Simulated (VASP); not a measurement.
The input files of a VASP run:

File KPOINTS:
```
Automatic mesh
0
G
10 10 4
0 0 0
```

**POSCAR**
```
BN
1
    1.2479096578    -2.1614434167     0.0000000000
    1.2479096578     2.1614434167     0.0000000000
    0.0000000000     0.0000000000     6.0051514571
B N
2 2
Direct
  0.3333330000   0.6666670000   0.2500000000
  0.6666670000   0.3333330000   0.7500000000
  0.6666670000   0.3333330000   0.2500000000
  0.3333330000   0.6666670000   0.7500000000
```

**INCAR**
```
ALGO  =  Normal
EDIFF  =  1E-6
EDIFFG  =  -0.02
ENCUT  =  620
GGA  =  PS
IBRION  =  2
ISIF  =  3
ISMEAR  =  0
LASPH  =  .TRUE.
LCHARG  =  .FALSE.
LREAL  =  .FALSE.
LWAVE  =  .FALSE.
NELM  =  100
NSW  =  40
PREC  =  Accurate
PSTRESS  =  100
SIGMA  =  0.05
SYSTEM  =  BN
```

POTCAR, in this order: B N (PBE.64 set). Program: vasp_std.

Q: Translate this PBEsol calculation to Quantum ESPRESSO's pw.x.

A: One equivalent input (not run):
```
&CONTROL
  calculation = 'vc-relax'
  pseudo_dir = './pseudo'
  outdir = './out'
  tprnfor = .true.
  tstress = .true.
  nstep = 40
  forc_conv_thr = 0.00078
/
&SYSTEM
  ibrav = 0
  nat = 4
  ntyp = 2
  ecutwfc = 84
  occupations = 'smearing'
  smearing = 'gaussian'
  degauss = 0.003675
  input_dft = 'pbesol'
/
&ELECTRONS
  conv_thr = 7.3e-08
  electron_maxstep = 100
/
&IONS
/
&CELL
  press = 100
/
ATOMIC_SPECIES
  B 10.810 B.upf
  N 14.007 N.upf
CELL_PARAMETERS angstrom
     1.2479097   -2.1614434    0.0000000
     1.2479097    2.1614434    0.0000000
     0.0000000    0.0000000    6.0051515
ATOMIC_POSITIONS crystal
  B    0.3333330  0.6666670  0.2500000
  B    0.6666670  0.3333330  0.7500000
  N    0.6666670  0.3333330  0.2500000
  N    0.3333330  0.6666670  0.7500000
K_POINTS automatic
  10 10 4 0 0 0
```
Limits of the translation: the potentials are each code's own (VASP's PAW set, PseudoDojo norm-conserving files in pw.x), so ENCUT and ecutwfc are chosen apart and not converted; conv_thr bounds pw.x's estimated SCF error, while EDIFF bounds the energy change between steps; forc_conv_thr acts on force components and is met together with etot_conv_thr.

The compound is BN in the hex structure. This run relaxes it under an external pressure of 10 GPa. Symmetry was kept, so distortions that lower it aren't found.
